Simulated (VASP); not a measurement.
An input for Quantum ESPRESSO's pw.x (written as the equivalent of a VASP run, and not itself run):

```
&CONTROL
  calculation = 'scf'
  pseudo_dir = './pseudo'
  outdir = './out'
  tprnfor = .true.
  tstress = .true.
/
&SYSTEM
  ibrav = 0
  nat = 4
  ntyp = 1
  ecutwfc = 102
  occupations = 'smearing'
  smearing = 'fermi-dirac'
  degauss = 0.009996
  input_dft = 'pbe'
/
&ELECTRONS
  conv_thr = 7.3e-08
  electron_maxstep = 100
/
ATOMIC_SPECIES
  Cd 112.414 Cd.upf
CELL_PARAMETERS angstrom
     3.1421990    0.0000000    0.0000000
    -1.5710990    2.7212240    0.0000000
     0.0000000    0.0000000   10.1100460
ATOMIC_POSITIONS crystal
  Cd  -0.0078090 -0.0028550 -0.0040760
  Cd   0.0049940 -0.0038950  0.5012580
  Cd   0.3373200  0.6845250  0.2501790
  Cd   0.6654960  0.3222250  0.7526380
K_POINTS automatic
  11 11 3 0 0 0
```

Translate this input to VASP (INCAR, KPOINTS, POSCAR, choice of POTCAR).

This is not unique; one that fits is 
### POSCAR
```
Cd
1
    3.1421990000     0.0000000000     0.0000000000
   -1.5710990000     2.7212240000     0.0000000000
    0.0000000000     0.0000000000    10.1100460000
Cd
4
Direct
 -0.0078090000  -0.0028550000  -0.0040760000
  0.0049940000  -0.0038950000   0.5012580000
  0.3373200000   0.6845250000   0.2501790000
  0.6654960000   0.3222250000   0.7526380000
```

### KPOINTS
```
Regular mesh
0
Gamma
 11 11 3
```

**INCAR**
```
ALGO  =  Normal
EDIFF  =  1E-6
ENCUT  =  150
GGA  =  PE
ISIF  =  2
ISMEAR  =  -1
LASPH  =  .TRUE.
LCHARG  =  .FALSE.
LMAXMIX  =  4
LREAL  =  .FALSE.
LWAVE  =  .FALSE.
NELM  =  100
PREC  =  Accurate
SIGMA  =  0.136
SYSTEM  =  Cd
```

POTCAR, in this order: Cd (PBE.64 set). Program: vasp_std.

What does not carry over: the potentials are each code's own (VASP's PAW set, PseudoDojo norm-conserving files in pw.x), so ENCUT and ecutwfc are chosen apart and not converted; conv_thr bounds pw.x's estimated SCF error, while EDIFF bounds the energy change between steps.

The structure was generated: Cd was put into an ordered model structure, which need not be its known phase. The cell was not relaxed at this level, atoms are displaced from their ideal sites. The run is one of a series of settings (ENCUT = 150 against the base run), some of them coarse on purpose.
